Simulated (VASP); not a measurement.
Computed with PBE GGA, VASP's PBE PAW potentials (set 64) (plane waves; VASP 6.6.1).

Input for VASP

### POSCAR
```
CuAu
1
    2.8560000000     0.0000000000     0.0000000000
    0.0000000000     2.8560000000     0.0000000000
    0.0000000000     0.0000000000     3.7434000000
Cu Au
1 1
Direct
  0.0000000000   0.0000000000   0.0000000000
  0.5000000000   0.5000000000   0.5000000000
```

### INCAR
```
# general
SYSTEM   =  CuAu
PREC     =  Accurate
ENCUT    =  400
LREAL    =  .FALSE.
LASPH    =  .TRUE.

# electronic loop
EDIFF    =  1E-6
NELM     =  100
ALGO     =  Normal
LMAXMIX  =  6

# smearing
ISMEAR   =  -5

# functional
GGA      =  PE

# ions
ISIF     =  2

# output
LWAVE    =  .FALSE.
LCHARG   =  .FALSE.
```

File KPOINTS:
```
Automatic mesh
0
Gamma
11 11 9
0 0 0
```

POTCAR, in this order: Cu Au (PBE.64 set). Program: vasp_std.

Unless said otherwise, spin-orbit coupling is left out, though it shifts the bands of the heavy elements here.

Q: What does the run give for the energy per atom (σ→0), band gap (on the k-mesh)?

A: 
The energy per atom (σ→0) comes out as -3.531 eV/atom and the band gap (on the k-mesh) is none (metal, semimetal or under 0.01 eV).

### OSZICAR
```
...
DAV:   7    -0.710942965701E+01    0.43702E+00   -0.31833E+00  3951   0.899E+01    0.510E+00
DAV:   8    -0.706899413280E+01    0.40436E-01   -0.23243E-01  4473   0.114E+01    0.256E+00
DAV:   9    -0.706275980866E+01    0.62343E-02   -0.20704E-02  4892   0.338E+00    0.129E-01
DAV:  10    -0.706236555499E+01    0.39425E-03   -0.30680E-03  4511   0.791E-01    0.781E-02
DAV:  11    -0.706236741890E+01   -0.18639E-05   -0.11452E-04  4870   0.276E-01    0.417E-02
DAV:  12    -0.706236092847E+01    0.64904E-05   -0.25147E-05  4162   0.173E-01    0.232E-03
DAV:  13    -0.706236113677E+01   -0.20830E-06   -0.65509E-07  2009   0.122E-02
   1 F= -.70623611E+01 E0= -.70623611E+01  d E =0.000000E+00
```

The compound is CuAu in the L1_0 structure. The cell was not relaxed at this level. The run is one of a series of settings (ISMEAR = -5, SIGMA removed against the base run), some of them coarse on purpose.
